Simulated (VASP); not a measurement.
Level of theory: PBE GGA, VASP's PBE PAW potentials (set 64) (plane waves; VASP).

A VASP calculation is set up with these files.

File POSCAR:
```
CoAl
1
    2.9068309901     0.0000000000     0.0000000000
    0.0000000000     2.9068309901     0.0000000000
    0.0000000000     0.0000000000     2.9068309901
Al Co
1 1
Direct
  0.5000000000   0.5000000000   0.5000000000
  0.0000000000   0.0000000000   0.0000000000
```

KPOINTS:
```
kpoints
0
gamma
12 12 12
0 0 0
```

**INCAR**
```
ALGO=Normal
EDIFF=1E-7
ENCUT=480
GGA=PE
ISIF=2
ISMEAR=1
LASPH=T
LCHARG=F
LMAXMIX=4
LREAL=F
LWAVE=F
NELM=100
PREC=Accurate
SIGMA=0.1
SYSTEM=CoAl
```

POTCAR, in this order: Al Co (PBE.64 set). Program: vasp_std.

Output

File OSZICAR:
```
       N       E                     dE             d eps       ncg     rms          rms(c)
DAV:   1     0.350226275281E+02    0.35023E+02   -0.51482E+03  1704   0.118E+03
DAV:   2    -0.123015371773E+02   -0.47324E+02   -0.44795E+02  1690   0.185E+02
DAV:   3    -0.135560511283E+02   -0.12545E+01   -0.12413E+01  1988   0.401E+01
DAV:   4    -0.135793262486E+02   -0.23275E-01   -0.23267E-01  2080   0.487E+00
DAV:   5    -0.135800376770E+02   -0.71143E-03   -0.71142E-03  2014   0.844E-01    0.121E+01
DAV:   6    -0.168424106484E+02   -0.32624E+01   -0.77047E+01  1930   0.128E+02    0.189E+01
DAV:   7    -0.119594527105E+02    0.48830E+01   -0.34327E+01  1838   0.819E+01    0.174E+00
DAV:   8    -0.119605664347E+02   -0.11137E-02   -0.24278E-01  1738   0.424E+00    0.119E+00
DAV:   9    -0.119471620706E+02    0.13404E-01   -0.42967E-02  2052   0.293E+00    0.320E-01
DAV:  10    -0.119466139073E+02    0.54816E-03   -0.14939E-03  2002   0.502E-01    0.122E-01
DAV:  11    -0.119466052687E+02    0.86386E-05   -0.33370E-05  2252   0.565E-02    0.247E-02
DAV:  12    -0.119466021971E+02    0.30716E-05   -0.12351E-05  2064   0.461E-02    0.473E-03
DAV:  13    -0.119466020017E+02    0.19538E-06   -0.35572E-07  1398   0.549E-03    0.186E-03
DAV:  14    -0.119466019864E+02    0.15311E-07   -0.80587E-08   892   0.266E-03
   1 F= -.11946602E+02 E0= -.11946646E+02  d E =0.130950E-03
```

### OUTCAR
```
------------------------ aborting loop because EDIFF is reached ----------------------------------------
  FORCE on cell =-STRESS in cart. coord.  units (eV):
  Direction    XX          YY          ZZ          XY          YZ          ZX
  --------------------------------------------------------------------------------------
  Total       -1.4018005     -1.4018005     -1.4018005      0.0000000      0.0000000     -0.0000000
  in kB      -91.4402579    -91.4402579    -91.4402579      0.0000000      0.0000000     -0.0000000
  external PRESSURE =     -91.4402579 kB  Pullay stress =       0.0000000 kB
  volume of cell :       24.56
      direct lattice vectors                 reciprocal lattice vectors
     2.906830990  0.000000000  0.000000000     0.344017249  0.000000000  0.000000000
     0.000000000  2.906830990  0.000000000     0.000000000  0.344017249  0.000000000
     0.000000000  0.000000000  2.906830990     0.000000000  0.000000000  0.344017249
 POSITION                                       TOTAL-FORCE (eV/Angst)
 -----------------------------------------------------------------------------------
      1.45342      1.45342      1.45342         0.000000      0.000000      0.000000
      0.00000      0.00000      0.00000         0.000000      0.000000      0.000000
 -----------------------------------------------------------------------------------
    total drift:                               -0.000000      0.000000      0.000000
  FREE ENERGIE OF THE ION-ELECTRON SYSTEM (eV)
  ---------------------------------------------------
  free  energy   TOTEN  =       -11.9466019864 eV

  energy  without entropy=      -11.9467329362  energy(sigma->0) =      -11.94664564
```
(Selected blocks of OUTCAR.)

The compound is CoAl in the CsCl type structure. This cell was strained or had an atom moved on purpose. The run is not spin-polarised, so no magnetic state was tried.
